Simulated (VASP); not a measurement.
Wanted: the native input for a VASP 6.6.1 run.

```yaml
Task: single point
Functional: LDA
Potentials_or_basis: VASP PAW LDA potentials, release 64 (Cd, Au)
Cutoff: 520 eV
k_mesh: 6 × 6 × 6
Occupations: gaussian, width 0.1 eV
Spin: no spin polarisation
Dipole_correction: no
Further_INCAR_settings: ALGO = Fast; EDIFF = 1e-07; NBANDS = 18
```

The structure of CdAu lies in POSCAR:

```
CdAu
1.0
    3.3400000000      0.0000000000      0.0000000000
    0.0000000000      3.3400000000      0.0000000000
    0.0000000000      0.0000000000      3.3400000000
Cd Au
1 1
Direct
    0.5000000000      0.5000000000      0.5000000000
    0.0000000000      0.0000000000      0.0000000000
```

The input as run:

INCAR

```
SYSTEM = CdAu
ALGO = Fast
EDIFF = 1E-7
ENCUT = 520
GGA = CA
ISIF = 2
ISMEAR = 0
LASPH = .True.
LCHARG = .True.
LELF = .True.
LREAL = .False.
LVHAR = .True.
LWAVE = .False.
NBANDS = 18
NELM = 60
PREC = Accurate
SIGMA = 0.1
```

KPOINTS

```
k-points
0
Gamma
  6 6 6
  0 0 0
```

Potentials or basis: VASP PAW LDA potentials, release 64 (Cd, Au).

The run is started by

```bash
$ cat potpaw_LDA.64/Cd/POTCAR potpaw_LDA.64/Au/POTCAR > POTCAR
$ mpirun -np 1 vasp_std > vasp.out
```

It gave:

| Quantity | Value |
| --- | --- |
| Pressure | -5.1 GPa |
| Band gap on the k mesh | none (metal or under the smearing width) |

Run time: 11 s on 1 thread of Intel(R) Xeon(R) Platinum 8375C CPU @ 2.90GHz (Ice Lake) (shared host), peak memory 0.15 GiB.
